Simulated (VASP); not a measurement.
VASP runs on ZrB2 (AlB2 type) share one base input (PBE GGA, plane waves, VASP's PBE PAW potentials (set 64)) and change the settings named in each case.

### POSCAR
```
ZrB2
7.060
  0.2245042493  -0.3888528329   0.0000000000
  0.2245042493   0.3888528329   0.0000000000
  0.0000000000   0.0000000000   0.5000000000
Zr B
1 2
Cartesian
  0.0000000000   0.0000000000   0.0000000000
  0.2245042493   0.1296178702   0.2500000000
  0.2245042493  -0.1296178702   0.2500000000
```

### INCAR
```
PREC=Accurate
NELM=100   ! most electronic steps
SIGMA=0.1
LCHARG=.FALSE.
SYSTEM=ZrB2
ENCUT=520   ! plane-wave cut-off (eV)
ISMEAR=1   ! Methfessel-Paxton
EDIFF=1E-6
ISIF=2   ! forces and stress, cell fixed
LWAVE=.FALSE.
LASPH=.TRUE.   ! aspherical one-centre terms
LMAXMIX=4
LREAL=.FALSE.   ! projection in real space or not
GGA=PE   ! PBE
ALGO=Normal   ! blocked Davidson
```

### KPOINTS
```
Regular mesh
0
Gamma
 10 10 8
```

POTCAR, in this order: Zr_sv B (PBE.64 set). Program: vasp_std.

```
change                      E(σ→0) (eV/atom)  pressure (GPa)  −TS (eV)
--------------------------  ----------------  --------------  --------
base run                             -8.3246            1.14   -0.0002
ISMEAR = 0, SIGMA = 0.01             -8.3246            1.14   -0.0001
ISMEAR = 2, SIGMA = 0.2              -8.3247            1.14    0.0006
ISMEAR = 0, SIGMA = 0.3              -8.3248            1.17   -0.0147
ISMEAR = 2                           -8.3246            1.14   -0.0004
ISMEAR = -1, SIGMA = 0.5                   …               …         …
ISMEAR = -1, SIGMA = 0.2             -8.3246            1.26   -0.0441
ISMEAR = -5, SIGMA removed           -8.3243            1.12    0.0000
ISMEAR = -4, SIGMA removed                 …               …    0.0000
```

Problem. Some entries are withheld; supply them.

Solution. 
- ISMEAR = -4, SIGMA removed, E(σ→0) (eV/atom): -8.3197
- ISMEAR = -4, SIGMA removed, pressure (GPa): 1.22
- ISMEAR = -1, SIGMA = 0.5, E(σ→0) (eV/atom): -8.3077
- ISMEAR = -1, SIGMA = 0.5, pressure (GPa): 2.53
- ISMEAR = -1, SIGMA = 0.5, −TS (eV): -0.4604

Left out are runs that ran out of time, are held back, or changed the cell or the kind of run, fixed moments of cells without a moment, rows past the twelfth, gaps on odd meshes, pressures of charged cells and columns that move by less than the noise.

The compound is ZrB2 in the AlB2 type structure. The cell was not relaxed at this level.
